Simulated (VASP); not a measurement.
Here is the system:

```
KCl
1.0
    0.00000     3.17613     3.17613
    3.17613     0.00000     3.17613
    3.17613     3.17613     0.00000
K Cl
1 1
Direct
  0.00000   0.00000   0.00000
  0.50000   0.50000   0.50000
```

The numbers are results of AM05 GGA, VASP's PBE PAW potentials (set 64) (plane waves; VASP), not measurements. Numerical set-up: 520 eV cut-off, 7×7×7 Γ-centred mesh, Gaussian smearing of 0.050 eV, potentials K_sv Cl.

Problem. What does the run give for the energy per atom (σ→0), band gap (on the k-mesh) with the smallest direct gap where there is one?

Solution. 
The band gap (on the k-mesh) is 5.15 eV and the smallest direct gap (on the k-mesh) comes out as 5.15 eV. The energy per atom (σ→0) is -3.356 eV/atom.

Only differences to runs with the same potentials and settings are physical.

The compound is KCl in the rock salt structure. It was relaxed first. The start is the result of an earlier pass.
